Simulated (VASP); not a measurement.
# Bi4C (Im-3m) in VASP: density of states with PBE

Aim: the density of states of Bi4C with PBE.

Everything below comes from runs of VASP 6.6.1. Logs are shortened: lines on timing, memory, paths and dates and some standing lists are left out, and cuts for length are marked.

## (1) The crystal as given

It takes space group Im-3m (No. 229, cubic). Conventional cell: a = 6.557 Å, b = 6.557 Å, c = 6.557 Å, α = 90.00°, β = 90.00°, γ = 90.00°. Bi (site symmetry -3m) is surrounded by 2 C at 2.84 Å. Around C (site symmetry m-3m) lie 8 Bi at 2.84 Å.

The cell was built by a generator and needn't be a form met in nature.

## (2) Density of states, PBE

POSCAR reads:

```
Bi4C
1.0
   -3.2786663711      3.2786663711      3.2786663711
    3.2786663711     -3.2786663711      3.2786663711
    3.2786663711      3.2786663711     -3.2786663711
Bi C
4 1
Direct
    0.0000000000      0.0000000000      0.5000000000
    0.5000000000      0.0000000000      0.0000000000
    0.5000000000      0.5000000000      0.5000000000
    0.0000000000      0.5000000000      0.0000000000
    0.0000000000      0.0000000000      0.0000000000
```

INCAR.step1 reads:

```
PREC = Accurate
ENCUT = 520
EDIFF = 1E-6
ISMEAR = 0
SIGMA = 0.1
LREAL = F
LASPH = T
NELM = 100
ALGO = Fast
ISIF = 2
LWAVE = F
LCHARG = T
GGA = PE
NBANDS = 40
```

KPOINTS.step1 reads:

```
regular mesh
0
Gamma
  8 8 8
```

INCAR.step2 reads:

```
PREC = Accurate
ENCUT = 520
EDIFF = 1E-6
ISMEAR = -5
SIGMA = 0.1
LREAL = F
LASPH = T
NELM = 100
ALGO = Fast
ISIF = 2
LWAVE = F
LCHARG = F
GGA = PE
LORBIT = 11
NBANDS = 40
NEDOS = 2001
ICHARG = 11
```

KPOINTS.step2 reads:

```
regular mesh
0
Gamma
  12 12 12
```

Potentials or basis: VASP PAW PBE potentials, release 64 (Bi_d, C).

Launch:

```
cat potpaw_PBE.64/Bi_d/POTCAR potpaw_PBE.64/C/POTCAR > POTCAR
cp INCAR.step1 INCAR
cp KPOINTS.step1 KPOINTS
mpirun -np 1 vasp_std > vasp.out
cp INCAR.step2 INCAR
cp KPOINTS.step2 KPOINTS
mpirun -np 1 vasp_std > vasp.out
```

OUTCAR:

```text
PREC = Accurate
   ENCUT = 520
   EDIFF = 1E-6
   ISMEAR = -5
   LREAL = F
   LASPH = T
   NELM = 100
   ISIF = 2
   GGA = PE
   LORBIT = 11
   ICHARG = 11

 ion  position               nearest neighbor table
   1  0.000  0.000  0.500-   5 2.84   5 2.84   4 3.28   2 3.28   3 3.28   4 3.28   2 3.28   3 3.28

   2  0.500  0.000  0.000-   5 2.84   5 2.84   4 3.28   1 3.28   3 3.28   3 3.28   1 3.28   4 3.28

   3  0.500  0.500  0.500-   5 2.84   5 2.84   4 3.28   1 3.28   2 3.28   4 3.28   1 3.28   2 3.28

   4  0.000  0.500  0.000-   5 2.84   5 2.84   3 3.28   1 3.28   2 3.28   1 3.28   3 3.28   2 3.28

   5  0.000  0.000  0.000-   1 2.84   2 2.84   3 2.84   4 2.84   1 2.84   4 2.84   2 2.84   3 2.84

  LATTYP: Found a body centered cubic cell.
 ALAT       =     6.5573327422

  Lattice vectors:

 A1 = (  -3.2786663711,   3.2786663711,   3.2786663711)
 A2 = (   3.2786663711,  -3.2786663711,   3.2786663711)
 A3 = (   3.2786663711,   3.2786663711,  -3.2786663711)

Analysis of symmetry for initial positions (statically):
=====================================================================
 Subroutine PRICEL returns:
 Original cell was already a primitive cell.

 Routine SETGRP: Setting up the symmetry group for a
 body centered cubic supercell.

 Subroutine GETGRP returns: Found 48 space group operations
 (whereof 48 operations were pure point group operations)
 out of a pool of 48 trial point group operations.

The static configuration has the point symmetry O_h .

Analysis of symmetry for dynamics (positions and initial velocities):
=====================================================================
 Subroutine PRICEL returns:
 Original cell was already a primitive cell.

 Routine SETGRP: Setting up the symmetry group for a
 body centered cubic supercell.

 Subroutine GETGRP returns: Found 48 space group operations
 (whereof 48 operations were pure point group operations)
 out of a pool of 48 trial point group operations.

The dynamic configuration has the point symmetry O_h .

 Subroutine INISYM returns: Found 48 space group operations
 (whereof 48 operations are pure point group operations),
 and found     1 'primitive' translations

----------------------------------------------------------------------------------------

                                     Primitive cell

  volume of cell :     140.9781

  direct lattice vectors                    reciprocal lattice vectors
    -3.278666371  3.278666371  3.278666371     0.000000000  0.152501030  0.152501030
     3.278666371 -3.278666371  3.278666371     0.152501030  0.000000000  0.152501030
     3.278666371  3.278666371 -3.278666371     0.152501030  0.152501030  0.000000000

  length of vectors
     5.678816736  5.678816736  5.678816736     0.215669025  0.215669025  0.215669025

  position of ions in fractional coordinates (direct lattice)
     0.000000000  0.000000000  0.500000000
     0.500000000  0.000000000  0.000000000
     0.500000000  0.500000000  0.500000000
     0.000000000  0.500000000  0.000000000
     0.000000000  0.000000000  0.000000000

  ion indices of the primitive-cell ions
   primitive index   ion index
                 1           1
                 2           2
                 3           3
                 4           4
                 5           5

----------------------------------------------------------------------------------------

 KPOINTS: regular mesh

Automatic generation of k-mesh.
 Grid dimensions read from file:
 generate k-points for:   12   12   12

 Generating k-lattice:

  Cartesian coordinates                     Fractional coordinates (reciprocal lattice)
     0.000000000  0.012708419  0.012708419     0.083333333  0.000000000  0.000000000
     0.012708419  0.000000000  0.012708419     0.000000000  0.083333333  0.000000000
     0.012708419  0.012708419  0.000000000     0.000000000  0.000000000  0.083333333

  Length of vectors
     0.017972419  0.017972419  0.017972419

  Shift w.r.t. Gamma in fractional coordinates (k-lattice)
     0.000000000  0.000000000  0.000000000

 TETIRR: Found   1910 inequivalent tetrahedra from    10368

 Subroutine IBZKPT returns following result:
 ===========================================

 Found     72 irreducible k-points:

 Following reciprocal coordinates:
            Coordinates               Weight
  0.000000  0.000000  0.000000      1.000000
  0.083333  0.000000  0.000000     12.000000
  0.166667  0.000000  0.000000     12.000000
  0.250000  0.000000  0.000000     12.000000
  0.333333  0.000000  0.000000     12.000000
  0.416667  0.000000  0.000000     12.000000
[... 16 lines left out ...]
  0.333333  0.083333  0.083333     24.000000
  0.416667  0.083333  0.083333     12.000000
 [... further k-points ...]
   k-points           NKPTS =     72   k-points in BZ     NKDIM =     72   number of bands    NBANDS=     40
   number of dos      NEDOS =   2001   number of ions     NIONS =      5
   total plane-waves  NPLWV =  74088
   dimension x,y,z NGX =    42 NGY =   42 NGZ =   42
   dimension x,y,z NGXF=    84 NGYF=   84 NGZF=   84
   ions per type =               4   1
   NGX,Y,Z   is equivalent  to a cutoff of  12.30, 12.30, 12.30 a.u.
   NGXF,Y,Z  is equivalent  to a cutoff of  24.59, 24.59, 24.59 a.u.
 SYSTEM =  unknown system
   PREC   = accura    normal or accurate (medium, high low for compatibility)
   ISTART =      0    job   : 0-new  1-cont  2-samecut
   ICHARG =     11    charge: 1-file 2-atom 10-const
   ISPIN  =      1    spin polarized calculation?
   LNONCOLLINEAR =      F non collinear calculations
   LSORBIT =      F    spin-orbit coupling
   LASPH  =      T    aspherical Exc in radial PAW
   ENCUT  =  520.0 eV  38.22 Ry    6.18 a.u.  10.56 10.56 10.56*2*pi/ulx,y,z
   NELM   =    100;   NELMIN=  2; NELMDL=  0     # of ELM steps
   EDIFF  = 0.1E-05   stopping-criterion for ELM
   LREAL  =      F    real-space projection
   EDIFFG = 0.1E-04   stopping-criterion for IOM
   NSW    =      0    number of steps for IOM
   IBRION =     -1    ionic relax: 0-MD 1-quasi-New 2-CG
   NFREE  =      0    steps in history (QN), initial steepest desc. (CG)
   ISIF   =      2    stress and relaxation
   ISYM   =      2    0-nonsym 1-usesym 2-fastsym
   POTIM  = 0.5000    time-step for ionic-motion
   TEBEG  =    0.0;   TEEND  =   0.0 temperature during run
   PSTRESS=    0.0 pullay stress
   NELECT =      64.0000    total number of electrons
   NUPDOWN=      -1.0000    fix difference up-down
   EMIN   =  10.00;   EMAX   =-10.00  energy-range for DOS
   EFERMI =   0.00;   METHOD = LEGACY
   ISMEAR =    -5;   SIGMA  =   0.10  broadening in eV -4-tet -1-fermi 0-gaus
   EFERMI_NEDOS =   21; number of points for ismear=-14 and -15
   IALGO  =     68    algorithm
   IMIX   =      4    mixing-type and parameters
     AMIX     =   0.40;   BMIX     =  1.00
     AMIX_MAG =   1.60;   BMIX_MAG =  1.00
  volume/ion in A,a.u.               =      28.20       190.27
  Fermi-wavevector in a.u.,A,eV,Ry     =   1.258204  2.377660 21.539062  1.583076
  Thomas-Fermi vector in A             =   2.391825
   LORBIT       =     11    0 simple, 1 ext, 2 COOP (PROOUT), +10 PAW based schemes
   GGA     = PE    functional components
   LHFCALC =     F    Hartree Fock is set to
   AEXX    =    0.0000 exact exchange contribution
   IVDW    =     0    specifies the selected vdW correction
   LEPSILON=     F    determine dielectric tensor
   LRPA    =     F    only Hartree local field effects (RPA)
 non-spin polarized calculation
 RMM-DIIS sequential band-by-band and
 Fermi weights with tetrahedron method with Bloechl corrections
  energy-cutoff  :      520.00
  volume of cell :      140.98
 maximum number of plane-waves:      3830

 number of electron      63.9999969 magnetization

 Free energy of the ion-electron system (eV)
  ---------------------------------------------------
  ext. energy  EPLUGINS =         0.00000000
  ---------------------------------------------------
  free energy    TOTEN  =       -20.15067282 eV

  energy without entropy =      -20.15067282  energy(sigma->0) =      -20.15067282

 E-fermi :   6.9553     XC(G=0):  -9.9865

 val. band max:        7.0712167958   @ k =   0.2500   0.0000   0.0000
 cond. band min:       6.5963941923   @ k =   0.2500   0.2500   0.2500
 fundamental gap:     -0.4748226035
 Fermi energy:         6.9552943753

 k-point     1 :       0.0000    0.0000    0.0000
  band No.  band energies     occupation
      1     -16.1630      2.00000
      2     -16.1630      2.00000
      3     -16.0576      2.00000
      4     -16.0302      2.00000
      5     -16.0302      2.00000
      6     -16.0302      2.00000
[... 32 lines left out ...]
     39      11.8234      0.00000
     40      11.9345      0.00000

 k-point     2 :       0.0833    0.0000    0.0000
  band No.  band energies     occupation
      1     -16.1606      2.00000
      2     -16.1565      2.00000
      3     -16.0549      2.00000
      4     -16.0323      2.00000
      5     -16.0266      2.00000
      6     -16.0266      2.00000
[... 32 lines left out ...]
     39      11.7718      0.00000
     40      12.3105      0.00000

 k-point     3 :       0.1667    0.0000    0.0000
  band No.  band energies     occupation
      1     -16.1534      2.00000
      2     -16.1376      2.00000
      3     -16.0470      2.00000
      4     -16.0385      2.00000
      5     -16.0202      2.00000
      6     -16.0164      2.00000
[... 32 lines left out ...]
     39      11.5074      0.00000
     40      12.4051      0.00000

 k-point     4 :       0.2500    0.0000    0.0000
  band No.  band energies     occupation
      1     -16.1422      2.00000
      2     -16.1072      2.00000
      3     -16.0485      2.00000
      4     -16.0350      2.00000
      5     -16.0114      2.00000
      6     -16.0027      2.00000
[... 32 lines left out ...]
     39      11.2369      0.00000
     40      11.2455      0.00000
[... 772 lines left out ...]
     39      10.9684      0.00000
     40      11.5954      0.00000

 k-point    23 :       0.3333    0.0833    0.0833
  band No.  band energies     occupation
      1     -16.0940      2.00000
      2     -16.0593      2.00000
      3     -16.0202      2.00000
      4     -15.9987      2.00000
      5     -15.9797      2.00000
      6     -15.9681      2.00000
[... 32 lines left out ...]
     39      10.7760      0.00000
     40      11.8754      0.00000

 k-point    24 :       0.4167    0.0833    0.0833
  band No.  band energies     occupation
      1     -16.0769      2.00000
      2     -16.0761      2.00000
      3     -15.9851      2.00000
      4     -15.9794      2.00000
      5     -15.9794      2.00000
      6     -15.9776      2.00000
[... 32 lines left out ...]
     39      10.7638      0.00000
     40      11.8674      0.00000

 [... further k-points ...]

------------------------ aborting loop because EDIFF is reached ----------------------------------------

  FORCE on cell =-STRESS in cart. coord.  units (eV):
  Direction    XX          YY          ZZ          XY          YZ          ZX
  --------------------------------------------------------------------------------------
  -------------------------------------------------------------------------------------
  Total        0.2430511      0.2430511      0.2430511     -0.0000000      0.0000000     -0.0000000
  in kB        2.7622090      2.7622090      2.7622090     -0.0000000      0.0000000     -0.0000000
  external PRESSURE =       2.7622090 kB  Pullay stress =       0.0000000 kB

 VOLUME and BASIS-vectors are now :
 -----------------------------------------------------------------------------
  energy-cutoff  :      520.00
  volume of cell :      140.98
      direct lattice vectors                 reciprocal lattice vectors
    -3.278666371  3.278666371  3.278666371     0.000000000  0.152501030  0.152501030
     3.278666371 -3.278666371  3.278666371     0.152501030  0.000000000  0.152501030
     3.278666371  3.278666371 -3.278666371     0.152501030  0.152501030  0.000000000

 POSITION                                       TOTAL-FORCE (eV/Angst)
 -----------------------------------------------------------------------------------
      1.63933      1.63933     -1.63933         0.000000     -0.000000     -0.000000
     -1.63933      1.63933      1.63933        -0.000000     -0.000000      0.000000
      1.63933      1.63933      1.63933         0.000000      0.000000      0.000000
      1.63933     -1.63933      1.63933        -0.000000      0.000000     -0.000000
      0.00000      0.00000      0.00000        -0.000000     -0.000000     -0.000000
 -----------------------------------------------------------------------------------
    total drift:                               -0.000000     -0.000000      0.000000

  FREE ENERGIE OF THE ION-ELECTRON SYSTEM (eV)
  ---------------------------------------------------
  free  energy   TOTEN  =       -20.1506728225 eV

  energy  without entropy=      -20.1506728225  energy(sigma->0) =      -20.15067282

 total charge

# of ion       s       p       d       tot
------------------------------------------
    1        1.558   1.257   9.929  12.744
    2        1.558   1.257   9.929  12.744
    3        1.558   1.257   9.929  12.744
    4        1.558   1.257   9.929  12.744
    5        0.983   1.113   0.000   2.096
--------------------------------------------------
tot          7.215   6.142  39.714  53.071
```

Wall time 4.1 min (1 thread of Intel Xeon 6975P-C (Granite Rapids), shared host); peak memory 0.44 GiB.

Results:

```yaml
Valence_electrons_inside_the_program's_atomic_spheres: Bi 12.74; C 2.10
```

States per cell in windows of 0.5 eV (zero at the Fermi level; states under -8 eV left out):
| from (eV) | total | Bi1_p | Bi2_p | Bi3_p | Bi4_p | C5_p | C5_s |
| --- | --- | --- | --- | --- | --- | --- | --- |
| -8.0 | 0.10 | 0.00 | 0.00 | 0.00 | 0.00 | 0.00 | 0.03 |
| -7.5 | 0.00 | 0.00 | 0.00 | 0.00 | 0.00 | 0.00 | 0.00 |
| -7.0 | 0.00 | 0.00 | 0.00 | 0.00 | 0.00 | 0.00 | 0.00 |
| -6.5 | 0.00 | 0.00 | 0.00 | 0.00 | 0.00 | 0.00 | 0.00 |
| -6.0 | 0.00 | 0.00 | 0.00 | 0.00 | 0.00 | 0.00 | 0.00 |
| -5.5 | 0.00 | 0.00 | 0.00 | 0.00 | 0.00 | 0.00 | 0.00 |
| -5.0 | 0.22 | 0.02 | 0.02 | 0.02 | 0.02 | 0.00 | 0.00 |
| -4.5 | 1.52 | 0.12 | 0.12 | 0.12 | 0.12 | 0.11 | 0.01 |
| -4.0 | 1.35 | 0.11 | 0.11 | 0.11 | 0.11 | 0.09 | 0.02 |
| -3.5 | 1.67 | 0.15 | 0.15 | 0.15 | 0.15 | 0.10 | 0.02 |
| -3.0 | 1.53 | 0.14 | 0.14 | 0.14 | 0.14 | 0.09 | 0.01 |
| -2.5 | 1.73 | 0.15 | 0.15 | 0.15 | 0.15 | 0.12 | 0.01 |
| -2.0 | 1.54 | 0.14 | 0.14 | 0.14 | 0.14 | 0.10 | 0.02 |
| -1.5 | 1.36 | 0.13 | 0.13 | 0.13 | 0.13 | 0.09 | 0.02 |
| -1.0 | 1.68 | 0.14 | 0.14 | 0.14 | 0.14 | 0.19 | 0.01 |
| -0.5 | 1.40 | 0.11 | 0.11 | 0.11 | 0.11 | 0.19 | 0.00 |
| 0.0 | 1.41 | 0.12 | 0.12 | 0.12 | 0.12 | 0.18 | 0.01 |
| 0.5 | 1.49 | 0.14 | 0.14 | 0.14 | 0.14 | 0.13 | 0.02 |
| 1.0 | 1.92 | 0.18 | 0.18 | 0.18 | 0.18 | 0.23 | 0.03 |
| 1.5 | 1.12 | 0.11 | 0.11 | 0.11 | 0.11 | 0.09 | 0.01 |
| 2.0 | 1.17 | 0.12 | 0.12 | 0.12 | 0.12 | 0.10 | 0.01 |
| 2.5 | 1.17 | 0.11 | 0.11 | 0.11 | 0.11 | 0.09 | 0.01 |
| 3.0 | 1.63 | 0.15 | 0.15 | 0.15 | 0.15 | 0.15 | 0.00 |
| 3.5 | 2.24 | 0.20 | 0.20 | 0.20 | 0.20 | 0.29 | 0.00 |
| 4.0 | 2.14 | 0.23 | 0.23 | 0.23 | 0.23 | 0.18 | 0.00 |
| 4.5 | 1.44 | 0.13 | 0.13 | 0.13 | 0.13 | 0.11 | 0.00 |
| 5.0 | 0.26 | 0.02 | 0.02 | 0.02 | 0.02 | 0.01 | 0.00 |
| 5.5 | 0.01 | 0.00 | 0.00 | 0.00 | 0.00 | 0.00 | 0.00 |
| 6.0 | 0.00 | 0.00 | 0.00 | 0.00 | 0.00 | 0.00 | 0.00 |
| 6.5 | 0.00 | 0.00 | 0.00 | 0.00 | 0.00 | 0.00 | 0.00 |

Caveat: spin-orbit coupling is left out, which moves the levels of the heavy elements; tetrahedron occupations give inexact forces and stress in metals.
